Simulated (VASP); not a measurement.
Input:

```yaml
crystal:
  lattice:
    - [2.49496, 0.00000, 0.00000]
    - [0.00000, 2.49496, 0.00000]
    - [0.00000, 0.00000, 2.49496]
  atoms:
    - { symbol: Rh, position: [0.00000, 0.00000, 0.00000] }
```

All values below come from PBEsol GGA, VASP's PBE PAW potentials (set 64) (plane waves; VASP 6.6.1). Run with 400 eV cut-off, Gaussian smearing of 0.050 eV, potentials Rh_pv.

Q: Estimate the band gap (along the path) with the smallest direct gap where there is one.

A: 
```
Item                                                          Value
-------------------------  ----------------------------------------
band gap (along the path)  none (metal, semimetal or under 0.01 eV)
```

Total energies compare only between runs with the same potentials, cut-off and functional.

The structure was generated: Rh was put into the simple-cubic type (Pm-3m), which need not be its known phase. It was relaxed first.
